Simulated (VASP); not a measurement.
Level of theory: PBE GGA, VASP's PBE PAW potentials (set 64) (plane waves; VASP).

The input files of a VASP run:

File POSCAR:
```
Sc
1
    1.6881000000    -2.9238750000     0.0000000000
    1.6881000000     2.9238750000     0.0000000000
    0.0000000000     0.0000000000     5.3754000000
Sc
2
Direct
  0.3333330000   0.6666670000   0.2500000000
  0.6666670000   0.3333330000   0.7500000000
```

**INCAR**
```
ALGO = Normal
EDIFF = 1E-6
ENCUT = 400
GGA = PE
ISIF = 2
ISMEAR = 1
LASPH = .TRUE.
LCHARG = .FALSE.
LMAXMIX = 4
LREAL = .FALSE.
LWAVE = .FALSE.
NELM = 100
PREC = Accurate
SIGMA = 0.1
SYSTEM = Sc
```

File KPOINTS:
```
Automatic mesh
0
Gamma
11 11 6
0 0 0
```

POTCAR, in this order: Sc_sv (PBE.64 set). Program: vasp_std.

Predict the energy per atom (σ→0), pressure, band gap (on the k-mesh).

```
Quantity                                                    Result
------------------------  ----------------------------------------
energy per atom (σ→0)                               -6225 meV/atom
band gap (on the k-mesh)  none (metal, semimetal or under 0.01 eV)
pressure                                                -36.0 kbar
```

### OSZICAR
```
...
DAV:   7    -0.124630870201E+02    0.16081E+00   -0.76590E-01  2494   0.989E+00    0.929E-01
DAV:   8    -0.124533160437E+02    0.97710E-02   -0.44937E-02  2613   0.308E+00    0.302E-01
DAV:   9    -0.124506172279E+02    0.26988E-02   -0.15618E-02  2480   0.144E+00    0.255E-02
DAV:  10    -0.124506376957E+02   -0.20468E-04   -0.19269E-04  3197   0.209E-01    0.903E-03
DAV:  11    -0.124506332497E+02    0.44460E-05   -0.38570E-06  2032   0.240E-02    0.278E-03
DAV:  12    -0.124506354588E+02   -0.22091E-05   -0.10709E-06  1821   0.156E-02    0.118E-03
DAV:  13    -0.124506351498E+02    0.30897E-06   -0.16217E-07  1296   0.762E-03
   1 F= -.12450635E+02 E0= -.12450778E+02  d E =0.427662E-03
```

The compound is Sc in the hcp structure. The cell was not relaxed at this level.
